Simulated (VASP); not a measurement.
An input for Quantum ESPRESSO's pw.x (written as the equivalent of a VASP run, and not itself run):

```
&CONTROL
  calculation = 'vc-relax'
  pseudo_dir = './pseudo'
  outdir = './out'
  tprnfor = .true.
  tstress = .true.
  nstep = 60
  forc_conv_thr = 0.00039
/
&SYSTEM
  ibrav = 0
  nat = 2
  ntyp = 2
  ecutwfc = 46.3
  occupations = 'smearing'
  smearing = 'gaussian'
  degauss = 0.003675
  input_dft = 'pbe'
/
&ELECTRONS
  conv_thr = 7.3e-08
  electron_maxstep = 100
/
&IONS
/
&CELL
/
ATOMIC_SPECIES
  Rb 85.468 Rb.upf
  Br 79.904 Br.upf
CELL_PARAMETERS angstrom
     0.0000000    3.4450000    3.4450000
     3.4450000    0.0000000    3.4450000
     3.4450000    3.4450000    0.0000000
ATOMIC_POSITIONS crystal
  Rb   0.0000000  0.0000000  0.0000000
  Br   0.5000000  0.5000000  0.5000000
K_POINTS automatic
  6 6 6 0 0 0
```

Problem. Write the VASP files for the same calculation (PBE).

Solution. This is not unique; one that fits is 
POSCAR:
```
RbBr
1
    0.0000000000     3.4450000000     3.4450000000
    3.4450000000     0.0000000000     3.4450000000
    3.4450000000     3.4450000000     0.0000000000
Rb Br
1 1
Direct
  0.0000000000   0.0000000000   0.0000000000
  0.5000000000   0.5000000000   0.5000000000
```

KPOINTS:
```
Automatic mesh
0
Gamma
6 6 6
0 0 0
```

**INCAR**
```
# general
SYSTEM =RbBr
PREC   =Accurate
ENCUT  =400
LREAL  =.FALSE.
LASPH  =.TRUE.   # aspherical one-centre terms

# electronic loop
EDIFF  =1E-6   # SCF stop (eV)
NELM   =100   # most electronic steps
ALGO   =Normal   # blocked Davidson
LMAXMIX=4

# smearing
ISMEAR =0
SIGMA  =0.05   # width (eV)

# functional
GGA    =PE   # PBE

# ions
IBRION =2   # conjugate gradients
NSW    =60
ISIF   =3   # ions, shape and volume
EDIFFG =-0.01

# output
LWAVE  =.FALSE.
LCHARG =.FALSE.
```

POTCAR, in this order: Rb_sv Br (PBE.64 set). Program: vasp_std.

Limits of the translation: the potentials are each code's own (VASP's PAW set, PseudoDojo norm-conserving files in pw.x), so ENCUT and ecutwfc are chosen apart and not converted; conv_thr bounds pw.x's estimated SCF error, while EDIFF bounds the energy change between steps; forc_conv_thr acts on force components and is met together with etot_conv_thr.

The compound is RbBr in the rock salt structure. This run relaxes it. Symmetry was kept, so distortions that lower it aren't found.
